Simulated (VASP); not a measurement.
Runs of VASP 6.6.1 on Al4Ag. It takes space group Im-3m (No. 229, cubic). The conventional cell has a = 5.414 Å, b = 5.414 Å, c = 5.414 Å, α = 90.00°, β = 90.00°, γ = 90.00°. Al (site symmetry -3m) is surrounded by 2 Ag at 2.34 Å. Ag (site symmetry m-3m) has 8 Al at 2.34 Å as nearest neighbours. The cell was built by a generator and needn't be a form met in nature.

```csv
task,level,cell,cutoff (eV),smearing,pressure (GPa),relaxed volume (Å³/atom)
single point,PBE,as given,520,fermi-dirac 0.05 eV,32.9,-
relaxation of cell and atoms,PBE,relaxed,600,methfessel-paxton 0.2 eV,0.0,(a)
relaxation of cell and atoms,BLYP,relaxed from: cell strained at random at fixed volume,600,methfessel-paxton 0.1 eV,0.0,22.42
relaxation of cell and atoms,RPBE,relaxed,600,methfessel-paxton 0.2 eV,0.0,21.29
```

Alike in all rows: potentials or basis VASP PAW PBE potentials, release 64 (Al, Ag); no spin polarisation; k mesh 7 × 7 × 7.

Question: Estimate the missing entries.

Answer: (a) 20.85.

Caveats: the volume moved by over 15 % at a fixed basis, so the end points are rough (some runs); the PAW data sets were made with another functional, which shifts forces and pressure a little (some runs); a pressure of tens of GPa on the cell as given is suspect, and the run, the potentials or the cell itself is likely at fault (some runs).
